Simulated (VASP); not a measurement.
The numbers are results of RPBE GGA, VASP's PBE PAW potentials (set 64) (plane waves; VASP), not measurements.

VASP ran on this input.

### INCAR
```
# general
SYSTEM  = MgI2
PREC    = Accurate
ENCUT   = 520
LREAL   = .FALSE.
LASPH   = .TRUE.   # aspherical one-centre terms
ICHARG  = 11   # fixed density

# electronic loop
EDIFF   = 1E-7
NELM    = 100
ALGO    = Normal
LMAXMIX = 4

# smearing
ISMEAR  = 0   # Gaussian
SIGMA   = 0.05   # width (eV)

# functional
GGA     = RP   # RPBE

# output
LWAVE   = .FALSE.
LCHARG  = .FALSE.
LORBIT  = 11   # lm-projected
```

KPOINTS:
```
k-points along high-symmetry lines
10
Line-mode
Reciprocal
  0.000000   0.000000   0.000000 ! GAMMA
  0.500000   0.000000   0.000000 ! M

  0.500000   0.000000   0.000000 ! M
  0.333333   0.333333   0.000000 ! K

  0.333333   0.333333   0.000000 ! K
  0.000000   0.000000   0.000000 ! GAMMA

  0.000000   0.000000   0.000000 ! GAMMA
  0.000000   0.000000   0.500000 ! A

  0.000000   0.000000   0.500000 ! A
  0.500000   0.000000   0.500000 ! L

  0.500000   0.000000   0.500000 ! L
  0.333333   0.333333   0.500000 ! H

  0.333333   0.333333   0.500000 ! H
  0.000000   0.000000   0.500000 ! A

  0.500000   0.000000   0.500000 ! L
  0.500000   0.000000   0.000000 ! M

  0.333333   0.333333   0.500000 ! H
  0.333333   0.333333   0.000000 ! K
```

File POSCAR:
```
MgI2
1
    2.1414333101    -3.7090708301     0.0000000000
    2.1414333101     3.7090708301    -0.0000000000
   -0.0000000000     0.0000000000     8.2007988396
Mg I
1 2
Direct
  0.0000000000   0.0000000000   0.0000000000
  0.3333330000   0.6666670000   0.2044035861
  0.6666670000   0.3333330000   0.7955964139
```

POTCAR, in this order: Mg I (PBE.64 set). Program: vasp_std. Read from the step before: CHGCAR.

Task: What will the output report for the number of irreducible k-points (NKPTS), largest plane-wave count, number of space-group operations, FFT grid (NGX, NGY, NGZ)?

Result: 
```
Quantity                                       Value
--------------------------------------  ------------
number of irreducible k-points (NKPTS)            90
largest plane-wave count                        3552
number of space-group operations                  12
FFT grid (NGX, NGY, NGZ)                32 × 32 × 64
```

The compound is MgI2 in the 1T layered structure. It was relaxed first, which changed the volume by +27 %.
